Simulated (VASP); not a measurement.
```xyz
2
Lattice="3.2392 0.0000 0.0000 -1.6196 2.8053 0.0000 0.0000 0.0000 5.1722" Properties=species:S:1:pos:R:3 pbc="T T T"
Zr     0.0000     1.8702     1.2931
Zr     1.6196     0.9351     3.8792
```

All values below come from LDA (Ceperley-Alder, Perdew-Zunger), VASP's LDA PAW potentials (set 64) (plane waves; VASP). Settings: 400 eV cut-off, 12×12×7 Γ-centred mesh, first-order Methfessel-Paxton smearing of 0.10 eV, potentials Zr_sv.

Energy and stress use the plane-wave basis of the starting cell.

Problem. The ions, cell shape and volume are relaxed. What does this cell relax into?

Solution. 
```xyz
2
Lattice="3.1429 0.0000 0.0000 -1.5715 2.7219 0.0000 0.0000 0.0000 5.0940" Properties=species:S:1:pos:R:3 pbc="T T T"
Zr     0.0000     1.8146     1.2735
Zr     1.5715     0.9073     3.8205
```
Space group P6_3/mmc (194), at a tolerance of 0.03 Å.

Problem. How do energy and volume change from the first to the last step?

Solution. The energy (σ→0) changes by -39.7 meV/atom and the volume by -7.3 %, in 6 ionic steps.

The structure comes from a computed database's Zr entry (P6_3/mmc); how it stands against other phases isn't given here. This run relaxes it. Symmetry was kept, so distortions that lower it aren't found.
